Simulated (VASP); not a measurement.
A convergence study with VASP on Ag (fcc): a few settings are varied, all else stays as given below, so the limit is that of these other settings. The cell's lengths are 1 % over those of the tabulated start, so it is off equilibrium.

```xyz
1
Lattice="0.0000 2.0654 2.0654 2.0654 0.0000 2.0654 2.0654 2.0654 0.0000" Properties=species:S:1:pos:R:3 pbc="T T T"
Ag     0.0000     0.0000     0.0000
```

Computed with LDA (Ceperley-Alder, Perdew-Zunger), VASP's LDA PAW potentials (set 64) (plane waves; VASP). The last row used: 900 eV cut-off, 13×13×13 Γ-centred mesh, first-order Methfessel-Paxton smearing of 0.10 eV, potentials Ag_pv.

Energies of different potentials or hybrids have different zeros.

```json
[
 {"setting": "ENCUT = 520, POTCAR Ag", "E (eV/atom)": "-3.7253", "pressure (GPa)": "-10.26", "plane waves": "495"},
 {"setting": "ENCUT = 700, POTCAR Ag", "E (eV/atom)": "-3.7251", "pressure (GPa)": "-10.18", "plane waves": "751"},
 {"setting": "ENCUT = 900, POTCAR Ag", "E (eV/atom)": "-3.7247", "pressure (GPa)": "-10.21", "plane waves": "1093"},
 {"setting": "ENCUT = 300, POTCAR Ag_pv", "E (eV/atom)": "-3.6955", "pressure (GPa)": "-21.29", "plane waves": "218"},
 {"setting": "ENCUT = 400, POTCAR Ag_pv", "E (eV/atom)": "?", "pressure (GPa)": "?", "plane waves": "331"},
 {"setting": "ENCUT = 520, POTCAR Ag_pv", "E (eV/atom)": "-3.7113", "pressure (GPa)": "-10.36", "plane waves": "495"},
 {"setting": "ENCUT = 700, POTCAR Ag_pv", "E (eV/atom)": "?", "pressure (GPa)": "?", "plane waves": "751"},
 {"setting": "ENCUT = 900, POTCAR Ag_pv", "E (eV/atom)": "-3.7118", "pressure (GPa)": "-9.66", "plane waves": "1093"}
]
```

Q: Complete the blanks.

A: 
- ENCUT = 700, POTCAR Ag_pv, E (eV/atom): -3.7117
- ENCUT = 700, POTCAR Ag_pv, pressure (GPa): -9.85
- ENCUT = 400, POTCAR Ag_pv, E (eV/atom): -3.7153
- ENCUT = 400, POTCAR Ag_pv, pressure (GPa): -11.64

Left out are rungs that failed or repeat a setting and relaxations that didn't move; long series are thinned to 24 rows.

The compound is Ag in the fcc structure. The cell was not relaxed at this level.
